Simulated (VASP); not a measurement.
Method: optB86b-vdW, VASP's PBE PAW potentials (set 64) (plane waves; VASP 6.6.1).

VASP ran on this input.

**INCAR**
```
# general
SYSTEM  =TiB2
PREC    =Accurate
ENCUT   =520
LREAL   =.False.
LASPH   =.True.

# electronic loop
EDIFF   =1E-6
NELM    =100
ALGO    =Normal
LMAXMIX =4

# smearing
ISMEAR  =1
SIGMA   =0.1

# functional
GGA     =MK
LUSE_VDW=.True.
AGGAC   =0.0
PARAM1  =0.1234
PARAM2  =1.0

# ions
IBRION  =2
NSW     =60
ISIF    =3
EDIFFG  =-0.02

# output
LWAVE   =.False.
LCHARG  =.False.
```

File KPOINTS:
```
Automatic mesh
0
Gamma
11 11 9
0 0 0
```

**POSCAR**
```
TiB2
1.0
  1.5103582640  -2.6160172772   0.0000000000
  1.5103582640   2.6160172772   0.0000000000
  0.0000000000   0.0000000000   3.1819276508
Ti B
1 2
direct
  1.0000000000   0.0000000000   1.0000000000
  0.3333330000   0.6666670000   0.5000000000
  0.6666670000   0.3333330000   0.5000000000
```

POTCAR, in this order: Ti_sv B (PBE.64 set). Program: vasp_std.

Task: Estimate the energy per atom (σ→0), volume per atom, band gap (on the k-mesh).

Result: 
```yaml
energy per atom (σ→0): -6.836 eV/atom
band gap (on the k-mesh): none (metal, semimetal or under 0.01 eV)
volume_per_atom: 8.51 Å^3/atom
```

File OSZICAR:
```
...
       N       E                     dE             d eps       ncg     rms          rms(c)
DAV:   1    -0.205082429121E+02   -0.15723E-02   -0.58400E-02  2225   0.397E+00    0.257E-01
DAV:   2    -0.205074555093E+02    0.78740E-03   -0.41451E-03  2159   0.772E-01    0.141E-01
DAV:   3    -0.205071819403E+02    0.27357E-03   -0.36005E-04  2483   0.256E-01    0.618E-02
DAV:   4    -0.205071150760E+02    0.66864E-04   -0.13351E-04  2919   0.135E-01    0.896E-03
DAV:   5    -0.205071144366E+02    0.63940E-06   -0.11450E-05  2203   0.386E-02    0.375E-03
DAV:   6    -0.205071142356E+02    0.20107E-06   -0.76858E-07  1215   0.118E-02
   4 F= -.20507114E+02 E0= -.20506945E+02  d E =-.444239E-03
```

The compound is TiB2 in the AlB2 type structure. This run relaxes it. Symmetry was kept, so distortions that lower it aren't found. The start is the result of an earlier pass.
